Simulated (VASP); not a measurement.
A run of VASP 6.6.1:

Contents of INCAR:

```
SYSTEM = BaSnAu
PREC = Accurate
ENCUT = 520
EDIFF = 1E-7
ISMEAR = 0
SIGMA = 0.1
LREAL = .FALSE.
LASPH = .TRUE.
NELM = 100
ALGO = Fast
ISIF = 2
LWAVE = .FALSE.
LCHARG = .TRUE.
GGA = PE
LELF = .TRUE.
LVHAR = .TRUE.
NBANDS = 24
```

Contents of KPOINTS:

```
regular mesh
0
G
  12 12 8
  0 0 0
```

File POSCAR:

```
BaSnAu
1.0
    4.0959383957      0.0000000000      0.0000000000
    0.0000000000      4.0959383957      0.0000000000
    0.0000000000      0.0000000000      6.1451600785
Ba Sn Au
1 1 1
Direct
    0.0000000000      0.0000000000      0.0000000000
    0.5000000000      0.5000000000      0.5000000000
    0.0000000000      0.0000000000      0.5000000000
```

Potentials or basis: VASP PAW PBE potentials, release 64 (Ba_sv, Sn_d, Au).

Launch:

```bash
$ cat potpaw_PBE.64/Ba_sv/POTCAR potpaw_PBE.64/Sn_d/POTCAR potpaw_PBE.64/Au/POTCAR > POTCAR
$ mpirun -np 1 vasp_std > vasp.out
```

Hardware: 1 thread of Intel(R) Xeon(R) Platinum 8559C (Emerald Rapids), with other jobs on the host.

Question: How long does it take, and how much memory?

Answer: It took 11 min on 1 thread of Intel(R) Xeon(R) Platinum 8559C (Emerald Rapids), on a shared host, peak memory 0.5 GiB. Counts: scf iterations 30, k points 140.
